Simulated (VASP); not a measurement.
```
PbTe
1.0
    2.31051     1.33397     3.78662
   -2.31051     1.33397     3.78662
    0.00000    -2.66794     3.78662
Pb Te
1 1
Cartesian
  0.00000   0.00000   8.57865
  0.00000   0.00000   2.78120
```

The numbers are results of r2SCAN meta-GGA with spin-orbit coupling, VASP's PBE PAW potentials (set 64) (plane waves; VASP), not measurements. Numerical set-up: 400 eV cut-off, 6×6×6 Γ-centred mesh, Gaussian smearing of 0.050 eV, potentials Pb_d Te.

**Question.** The job: TePb (relaxed from the alpha-GeTe structure, space group R3m), 2 atoms, r2SCAN+SOC, static run, 400 eV, 6×6×6 Γ-centred mesh. Roughly how much core time does it take on a busy server core?

**Answer.** About 10 core-minutes (one run on a shared machine, a rough figure). It had 56 irreducible k-points, 28 bands, up to 2606 plane waves and 19 electronic steps.

The structure was generated: TePb was put into the alpha-GeTe type (R3m), which need not be its known phase. It was relaxed first, which changed the volume by -14 %.
